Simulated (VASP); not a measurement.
Be (hcp) is relaxed at rising pressure, each step from the one before. Symmetry mostly holds the structure type, and other phases were not tried. The mesh follows the cell, and a change of mesh leaves a small step in the series.

Consider the following.

```cif
data_Be2
_chemical_formula_sum 'Be2'
_space_group_name_H-M_alt 'P 1'
_space_group_IT_number 1
_cell_length_a 2.26189
_cell_length_b 2.26189
_cell_length_c 3.57368
_cell_angle_alpha 90.000
_cell_angle_beta 90.000
_cell_angle_gamma 120.000
loop_
_space_group_symop_operation_xyz
  'x, y, z'
loop_
_atom_site_label
_atom_site_type_symbol
_atom_site_fract_x
_atom_site_fract_y
_atom_site_fract_z
_atom_site_occupancy
Be1 Be 0.33333 0.66667 0.25000 1
Be2 Be 0.66667 0.33333 0.75000 1
```

These are PBE GGA, VASP's PBE PAW potentials (set 64) (plane waves; VASP) values and carry that method's errors. Run with 500 eV cut-off, 18×18×10 Γ-centred mesh, first-order Methfessel-Paxton smearing of 0.10 eV, potentials Be.

| P (GPa) | V (Å³/atom) | H − H(0) (eV/atom) | space group | gap on the mesh (eV) | k-mesh |
|---|---|---|---|---|---|
| 0 | 7.92 | 0.000 | P6_3/mmc | 0.00 | 18×18×10 |
| 5 | 7.62 | 0.238 | P6_3/mmc | 0.00 | 19×19×10 |
| 10 | 7.36 | 0.472 | P6_3/mmc | 0.00 | 19×19×11 |
| 20 | 6.95 | 0.918 | P6_3/mmc | 0.00 | 19×19×11 |
| 30 | 6.61 | 1.340 | P6_3/mmc | 0.00 | 19×19×11 |
| 45 | 6.20 | 1.943 | P6_3/mmc | 0.00 | 20×20×11 |

Pressures at which the relaxation failed are left out.

The compound is Be in the hcp structure.
